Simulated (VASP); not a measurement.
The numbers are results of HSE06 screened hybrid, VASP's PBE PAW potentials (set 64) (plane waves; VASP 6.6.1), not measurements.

VASP ran on this input.

### KPOINTS
```
K-points
0
G
  1 1 1
0 0 0
```

File POSCAR:
```
Al35TiN35
1
    4.6932676572    -8.1289780179     0.0000000000
    4.6932676572     8.1289780179     0.0000000000
    0.0000000000     0.0000000000    10.0192026156
Al N Ti
35 35 1
Direct
  0.2222215753   0.1113400447   0.2500817556
  0.1108504433   0.2224029752   0.9995768130
  0.2218847931   0.1107493754   0.7506333850
  0.1164215280   0.2268475630   0.5002037451
  0.2236532176   0.4452509924   0.2501757721
  0.1108449019   0.5551906486   0.9994436956
  0.2209849287   0.4437494783   0.7485442875
  0.1162937537   0.5562772270   0.4999326996
  0.2223617593   0.7778330111   0.2498472322
  0.1109687837   0.8887876675   0.0001158388
  0.2220180933   0.7779204974   0.7502096270
  0.1090885571   0.8879317106   0.5009160830
  0.5552565376   0.1111060935   0.2501435612
  0.4442175120   0.2217698682   0.9995636270
  0.5555225553   0.1112933722   0.7497759008
  0.4439327302   0.2202382550   0.5002665631
  0.5564020556   0.4425475173   0.2485383336
  0.4441988887   0.5555047934   0.9986505505
  0.5554366248   0.4444873383   0.7497427736
  0.5563875357   0.7807190453   0.2484641937
  0.4441789135   0.8892140091   0.9992380465
  0.5553038925   0.7776901340   0.7497552188
  0.4440511761   0.8906693374   0.5000770624
  0.8892081288   0.1118299918   0.2502147168
  0.7775118479   0.2221111913   0.0000027162
  0.8879766193   0.1106899799   0.7501782374
  0.7791531033   0.2229573515   0.4999782094
  0.8892500892   0.4441469132   0.2500686742
  0.7780243854   0.5555834675   0.9998663245
  0.8882341523   0.4441664054   0.7500465404
  0.7793007563   0.5555912541   0.5001681537
  0.8889453415   0.7777501888   0.2498130540
  0.7781126520   0.8891549194   0.0000322035
  0.8885103150   0.7776166806   0.7501728130
  0.7792013235   0.8903618508   0.5003359142
  0.2220328749   0.1091545461   0.4412773093
  0.1110771835   0.2228133035   0.1915480855
  0.2218347705   0.1110027253   0.9418193674
  0.1098693812   0.2206294908   0.6925419601
  0.1111790215   0.5551575016   0.1914170677
  0.2214955905   0.4440962180   0.9414579822
  0.1101236556   0.5559569758   0.6922480407
  0.2220584438   0.7796431782   0.4411457592
  0.1110630494   0.8889476850   0.1912853049
  0.2217629317   0.7774659889   0.9414304396
  0.1106852201   0.8887486807   0.6918826044
  0.5568757622   0.1119737871   0.4416295498
  0.4436547975   0.2212411695   0.1904705463
  0.5556737597   0.1112915185   0.9409256120
  0.4438905517   0.2219177152   0.6917166527
  0.5594691151   0.4390838374   0.4387062976
  0.4469484872   0.5568788874   0.1924818452
  0.5557288636   0.4441800258   0.9415452251
  0.4429852704   0.5548274813   0.6944835729
  0.5594826948   0.7873740623   0.4386234960
  0.4437905562   0.8894355949   0.1901690371
  0.5558019599   0.7783385473   0.9415143529
  0.4440930496   0.8890128322   0.6915640474
  0.8927342729   0.1144341029   0.4414991257
  0.7773589232   0.2220464102   0.1913748209
  0.8887214011   0.1111867161   0.9415559896
  0.7775928722   0.2222474092   0.6913001606
  0.8926176046   0.4449669043   0.4412971049
  0.7786428997   0.5555362352   0.1911405416
  0.8887390926   0.4442395237   0.9414396118
  0.7776213033   0.5554119159   0.6912554578
  0.8879379006   0.7773428738   0.4414105805
  0.7787090335   0.8897704542   0.1912992825
  0.8888265484   0.7777281521   0.9414089142
  0.7774401211   0.8887893314   0.6914411770
  0.4239775647   0.5454000690   0.4888867539
```

**INCAR**
```
SYSTEM = Al35TiN35
PREC = Normal
ENCUT = 400
EDIFF = 1E-5
NELM = 50
ALGO = Normal
LREAL = Auto
LASPH = .TRUE.
ISMEAR = 0
SIGMA = 0.05
GGA = PE
LMAXMIX = 4
LWAVE = .FALSE.
LCHARG = .FALSE.
NELMIN = 4
ISYM = 0
ISPIN = 2
NUPDOWN = 2
MAGMOM = 71*0.0282
LORBIT = 10
HFSCREEN = 0.2
AEXX = 0.25
LHFCALC = .TRUE.
PRECFOCK = Fast
ISIF = 0
```

POTCAR, in this order: Al N Ti (PBE.64 set). Program: vasp_gam. Read from the step before: WAVECAR.

The run wrote:

**OUTCAR**
```
 ion  position               nearest neighbor table
   1  0.222  0.111  0.250-  48 1.90  44 1.90  37 1.90  36 1.92   4 3.09  16 3.09  10 3.09  14 3.09
                             2 3.09  12 3.10  17 3.12  13 3.13   5 3.13  24 3.13  32 3.13   9 3.13
   2  0.111  0.222  1.000-  41 1.89  61 1.90  38 1.90  37 1.92   3 3.08  26 3.09  24 3.09   7 3.09
                             1 3.09   5 3.10   6 3.12  33 3.13  25 3.13  18 3.13  10 3.13  14 3.13
   3  0.222  0.111  0.751-  39 1.90  46 1.90  50 1.90  38 1.92  14 3.08   2 3.08  10 3.08  12 3.09
                             4 3.09  16 3.09  11 3.12  34 3.13  15 3.13   7 3.13  19 3.13  26 3.13
   4  0.116  0.227  0.500-  36 1.91  59 1.91  39 1.93  71 2.94   7 3.05   5 3.07   1 3.09   3 3.09
                             8 3.09  16 3.11  24 3.11  26 3.12  12 3.15  27 3.15  35 3.16
   5  0.224  0.445  0.250-  40 1.90  37 1.90  52 1.90  71 2.89   8 3.07   4 3.07  18 3.09   2 3.10
                             6 3.10   1 3.13   9 3.13  28 3.13  24 3.13  17 3.14  20 3.14
   6  0.111  0.555  0.999-  41 1.89  65 1.90  45 1.90  40 1.92  11 3.08  30 3.09  28 3.09   7 3.09
                             9 3.09   5 3.10   2 3.12  29 3.13  18 3.13  25 3.13  10 3.13  21 3.13
   7  0.221  0.444  0.749-  54 1.88  39 1.90  42 1.90  41 1.93   4 3.05   8 3.05  71 3.08   2 3.09
                             6 3.09  18 3.09  30 3.13  26 3.13   3 3.13  11 3.13  19 3.14  22 3.14
   8  0.116  0.556  0.500-  43 1.91  63 1.91  42 1.93  71 2.94   7 3.05   5 3.07   9 3.09  11 3.09
                             4 3.09  23 3.11  28 3.11  30 3.12  27 3.15  12 3.15  31 3.16
   9  0.222  0.778  0.250-  56 1.90  44 1.90  40 1.90  43 1.92   8 3.09  10 3.09  23 3.09  21 3.09
                             6 3.09  12 3.10  20 3.12  13 3.13   5 3.13  32 3.13  28 3.13   1 3.13
  10  0.111  0.889  0.000-  38 1.90  45 1.90  69 1.90  44 1.92   3 3.08  32 3.08  11 3.09   9 3.09
                            34 3.09   1 3.09  21 3.13  33 3.13  29 3.13  14 3.13   6 3.13   2 3.13
  11  0.222  0.778  0.750-  42 1.90  46 1.90  58 1.90  45 1.92  21 3.08   6 3.08  12 3.09  10 3.09
                             8 3.09  23 3.09   3 3.12  34 3.13  22 3.13  15 3.13   7 3.13  30 3.13
  12  0.109  0.888  0.501-  67 1.89  36 1.90  43 1.90  46 1.91  34 3.07  11 3.09  32 3.09   3 3.09
                             1 3.10   9 3.10  31 3.11  35 3.11  16 3.13  23 3.13   4 3.15   8 3.15
  13  0.555  0.111  0.250-  60 1.90  48 1.90  56 1.90  47 1.92  23 3.08  16 3.08  25 3.09  14 3.09
                            21 3.09  27 3.09  17 3.11  20 3.11   9 3.13   1 3.13  28 3.13  24 3.13
  14  0.444  0.222  1.000-  49 1.90  38 1.90  53 1.90  48 1.91  17 3.07   3 3.08  15 3.08  19 3.09
                            13 3.09   1 3.09  21 3.12  10 3.13  25 3.13   2 3.13  18 3.13  29 3.13
  15  0.556  0.111  0.750-  62 1.90  50 1.90  58 1.90  49 1.92  16 3.08  23 3.08  21 3.08  14 3.08
                            25 3.09  27 3.09  26 3.12  30 3.12  19 3.13   3 3.13  11 3.13  22 3.13
  16  0.444  0.220  0.500-  51 1.88  47 1.89  36 1.90  50 1.92  15 3.08  13 3.08   1 3.09   3 3.09
                            19 3.09  23 3.09  17 3.10   4 3.11  12 3.13  27 3.13  31 3.15  71 3.15
  17  0.556  0.443  0.249-  48 1.89  64 1.90  52 1.90  51 1.91  14 3.07  29 3.07  71 3.08  18 3.10
                            16 3.10  31 3.10  13 3.11  28 3.12   1 3.12  32 3.13   5 3.14  20 3.17
  18  0.444  0.556  0.999-  41 1.90  57 1.90  53 1.90  52 1.94  22 3.08  19 3.08   5 3.09   7 3.09
                            20 3.10  17 3.10   6 3.13   2 3.13  21 3.13  14 3.13  33 3.13  29 3.13
  19  0.555  0.444  0.750-  54 1.89  66 1.90  50 1.90  53 1.92  18 3.08  14 3.09  29 3.09  31 3.09
                            16 3.09  30 3.13  34 3.13  15 3.13  22 3.13   3 3.13   7 3.14  71 3.23
  20  0.556  0.781  0.248-  56 1.89  68 1.90  52 1.90  55 1.91  33 3.07  21 3.07  71 3.08  18 3.10
                            23 3.10  35 3.11  13 3.11  24 3.12   9 3.12  32 3.14   5 3.14  17 3.17
  21  0.444  0.889  0.999-  49 1.90  45 1.90  57 1.90  56 1.91  20 3.07  11 3.08  15 3.08  22 3.09
                             9 3.09  13 3.09  14 3.12  10 3.13  25 3.13   6 3.13  18 3.13  33 3.13
  22  0.555  0.778  0.750-  54 1.89  70 1.90  58 1.90  57 1.92  18 3.08  21 3.09  35 3.09  33 3.09
                            23 3.10  26 3.12  34 3.13  19 3.13  11 3.13  15 3.13   7 3.14  71 3.23
  23  0.444  0.891  0.500-  55 1.88  47 1.89  43 1.90  58 1.92  15 3.08  13 3.08   9 3.09  11 3.09
                            16 3.09  22 3.10  20 3.10   8 3.11  12 3.13  27 3.13  35 3.15  71 3.15
  24  0.889  0.112  0.250-  37 1.90  60 1.90  68 1.90  59 1.92  27 3.08  35 3.09  25 3.09   2 3.09
                            33 3.09   4 3.11  20 3.12  28 3.12   1 3.13  13 3.13   5 3.13  32 3.13
  25  0.778  0.222  0.000-  49 1.90  61 1.90  65 1.90  60 1.92  26 3.09  30 3.09  28 3.09  24 3.09
                            15 3.09  13 3.09  21 3.13  14 3.13   2 3.13   6 3.13  29 3.13  33 3.13
  26  0.888  0.111  0.750-  39 1.89  70 1.90  62 1.90  61 1.92  35 3.08  33 3.08  27 3.08  25 3.09
                             2 3.09   4 3.12  15 3.12  22 3.12   7 3.13  34 3.13  30 3.13   3 3.13
  27  0.779  0.223  0.500-  63 1.90  59 1.90  47 1.90  62 1.92  24 3.08  28 3.08  30 3.08  26 3.08
                            15 3.09  13 3.09  31 3.12  35 3.12  23 3.13  16 3.13   8 3.15   4 3.15
  28  0.889  0.444  0.250-  40 1.90  64 1.90  60 1.90  63 1.92  27 3.08  31 3.09  25 3.09   6 3.09
                            29 3.09   8 3.11  17 3.12  24 3.12   9 3.13  13 3.13  32 3.13   5 3.13
  29  0.778  0.556  1.000-  65 1.90  69 1.90  53 1.90  64 1.92  17 3.07  30 3.08  34 3.08  32 3.09
                            19 3.09  28 3.09   6 3.13  10 3.13  25 3.13  33 3.13  18 3.13  14 3.13
  30  0.888  0.444  0.750-  42 1.89  66 1.90  62 1.90  65 1.92  31 3.08  29 3.08  27 3.08   6 3.09
                            25 3.09   8 3.12  15 3.12  19 3.13   7 3.13  34 3.13  26 3.13  11 3.13
  31  0.779  0.556  0.500-  51 1.89  67 1.90  63 1.91  66 1.91  30 3.08  28 3.09  34 3.09  32 3.09
                            19 3.09  17 3.10  12 3.11  27 3.12  35 3.14  16 3.15   8 3.16
  32  0.889  0.778  0.250-  44 1.90  68 1.90  64 1.90  67 1.92  10 3.08  33 3.09  12 3.09  29 3.09
                            31 3.09  35 3.09   9 3.13   1 3.13  28 3.13  17 3.13  24 3.13  20 3.14
  33  0.778  0.889  0.000-  61 1.90  69 1.90  57 1.90  68 1.92  20 3.07  26 3.08  34 3.09  32 3.09
                            24 3.09  22 3.09   2 3.13  10 3.13  25 3.13  29 3.13  18 3.13  21 3.13
  34  0.889  0.778  0.750-  46 1.90  70 1.90  66 1.90  69 1.92  12 3.07  29 3.08  33 3.09  35 3.09
                            31 3.09  10 3.09  19 3.13  22 3.13   3 3.13  30 3.13  26 3.13  11 3.13
  35  0.779  0.890  0.500-  55 1.89  67 1.90  59 1.91  70 1.91  26 3.08  24 3.09  34 3.09  22 3.09
                            32 3.09  20 3.11  12 3.11  27 3.12  31 3.14  23 3.15   4 3.16
  36  0.222  0.109  0.441-  12 1.90  16 1.90   4 1.91   1 1.92
  37  0.111  0.223  0.192-  24 1.90   5 1.90   1 1.90   2 1.92
  38  0.222  0.111  0.942-  14 1.90   2 1.90  10 1.90   3 1.92
  39  0.110  0.221  0.693-  26 1.89   3 1.90   7 1.90   4 1.93
...
```

OSZICAR:
```
       N       E                     dE             d eps       ncg     rms          rms(c)
DAV:   1    -0.616183576267E+03   -0.61618E+03   -0.17860E+01   968   0.940E+00    0.490E+01
DAV:   2    -0.616263109579E+03   -0.79533E-01   -0.53070E-01   944   0.204E+00    0.334E+01
DAV:   3    -0.616264488062E+03   -0.13785E-02   -0.47409E-02   944   0.535E-01    0.207E+01
DAV:   4    -0.616250274238E+03    0.14214E-01   -0.23796E-02   960   0.547E-01    0.124E+01
DAV:   5    -0.616249405983E+03    0.86825E-03   -0.69089E-03   856   0.192E-01    0.737E+00
DAV:   6    -0.616248213032E+03    0.11930E-02   -0.19062E-03   960   0.156E-01    0.433E+00
DAV:   7    -0.616247962798E+03    0.25023E-03   -0.43290E-04   976   0.600E-02    0.249E+00
DAV:   8    -0.616247859088E+03    0.10371E-03   -0.24290E-04   948   0.413E-02    0.145E+00
DAV:   9    -0.616247836946E+03    0.22142E-04   -0.26568E-05   624   0.172E-02    0.849E-01
DAV:  10    -0.616247830677E+03    0.62695E-05   -0.26891E-05   664   0.168E-02
   1 F= -.61624783E+03 E0= -.61624783E+03  d E =-.647517E-12  mag=     2.0000
```

File OUTCAR:
```
------------------------ aborting loop because EDIFF is reached ----------------------------------------
  volume of cell :      764.49
      direct lattice vectors                 reciprocal lattice vectors
     4.693267657 -8.128978018  0.000000000     0.106535582 -0.061508347  0.000000000
     4.693267657  8.128978018  0.000000000     0.106535582  0.061508347  0.000000000
     0.000000000  0.000000000 10.019202616     0.000000000  0.000000000  0.099808342
  FREE ENERGIE OF THE ION-ELECTRON SYSTEM (eV)
  ---------------------------------------------------
  free  energy   TOTEN  =      -616.2478306767 eV

  energy  without entropy=     -616.2478306767  energy(sigma->0) =     -616.24783068

  exchange ACFDT corr.  =         0.00000000  see jH, gK, PRB 81, 115126

 total charge

# of ion       s       p       d       tot
------------------------------------------
    1        0.411   0.445   0.000   0.856
    2        0.412   0.447   0.000   0.858
    3        0.412   0.448   0.000   0.860
    4        0.427   0.414   0.000   0.841
    5        0.420   0.422   0.000   0.842
    6        0.412   0.447   0.000   0.858
    7        0.409   0.448   0.000   0.856
    8        0.427   0.414   0.000   0.841
    9        0.411   0.445   0.000   0.856
   10        0.411   0.447   0.000   0.859
   11        0.412   0.448   0.000   0.860
   12        0.417   0.450   0.000   0.867
   13        0.411   0.446   0.000   0.857
   14        0.412   0.448   0.000   0.860
   15        0.412   0.448   0.000   0.860
   16        0.413   0.451   0.000   0.865
   17        0.411   0.449   0.000   0.860
   18        0.410   0.440   0.000   0.851
   19        0.410   0.445   0.000   0.855
   20        0.411   0.449   0.000   0.860
   21        0.412   0.448   0.000   0.860
   22        0.410   0.445   0.000   0.856
   23        0.413   0.451   0.000   0.865
   24        0.411   0.447   0.000   0.858
   25        0.412   0.447   0.000   0.859
   26        0.412   0.448   0.000   0.861
   27        0.411   0.446   0.000   0.857
   28        0.411   0.447   0.000   0.858
   29        0.412   0.447   0.000   0.859
   30        0.412   0.448   0.000   0.861
   31        0.413   0.444   0.000   0.857
   32        0.411   0.446   0.000   0.857
   33        0.411   0.447   0.000   0.859
   34        0.411   0.447   0.000   0.858
   35        0.413   0.444   0.000   0.857
   36        1.235   2.582   0.000   3.817
   37        1.231   2.587   0.000   3.818
   38        1.229   2.596   0.000   3.825
   39        1.233   2.588   0.000   3.821
   40        1.231   2.587   0.000   3.818
   41        1.228   2.594   0.000   3.823
   42        1.233   2.588   0.000   3.820
   43        1.235   2.581   0.000   3.816
   44        1.228   2.595   0.000   3.823
   45        1.229   2.596   0.000   3.825
   46        1.229   2.597   0.000   3.826
   47        1.231   2.595   0.000   3.826
   48        1.229   2.599   0.000   3.828
   49        1.228   2.597   0.000   3.826
   50        1.228   2.595   0.000   3.823
   51        1.242   2.564   0.000   3.806
   52        1.232   2.575   0.000   3.808
   53        1.228   2.594   0.000   3.822
   54        1.235   2.568   0.000   3.803
   55        1.242   2.564   0.000   3.806
   56        1.229   2.599   0.000   3.828
   57        1.228   2.594   0.000   3.822
   58        1.228   2.595   0.000   3.823
   59        1.233   2.578   0.000   3.811
   60        1.228   2.596   0.000   3.824
   61        1.229   2.596   0.000   3.825
   62        1.228   2.597   0.000   3.825
   63        1.233   2.579   0.000   3.811
   64        1.229   2.596   0.000   3.825
   65        1.229   2.596   0.000   3.825
   66        1.228   2.596   0.000   3.824
   67        1.229   2.596   0.000   3.825
   68        1.229   2.596   0.000   3.825
   69        1.228   2.596   0.000   3.824
   70        1.228   2.596   0.000   3.824
   71        0.505   0.723   2.551   3.779
--------------------------------------------------
tot         58.023 106.926   2.551 167.500

 magnetization (x)

# of ion       s       p       d       tot
------------------------------------------
    1       -0.000  -0.000   0.000  -0.000
    2        0.000   0.000   0.000   0.001
    3        0.000   0.000   0.000   0.000
    4        0.006   0.013   0.000   0.019
    5        0.005   0.014   0.000   0.019
    6        0.000   0.000   0.000   0.001
    7        0.000   0.001   0.000   0.001
    8        0.005   0.013   0.000   0.018
    9       -0.000  -0.000   0.000  -0.000
   10        0.000   0.000   0.000   0.000
   11        0.000   0.000   0.000   0.000
   12       -0.000   0.003   0.000   0.003
   13        0.000  -0.000   0.000   0.000
   14        0.000  -0.000   0.000   0.000
...
```
(Selected blocks of OUTCAR.)

The supercell is sampled at Γ alone, which is coarse: total energies, pressure and levels can be off, energies of defects by several tenths of an eV.

The cell is a supercell with a defect, built from AlN (wurtzite): Ti_Al-vac_N. The cell's shape comes from a PBE relaxation.
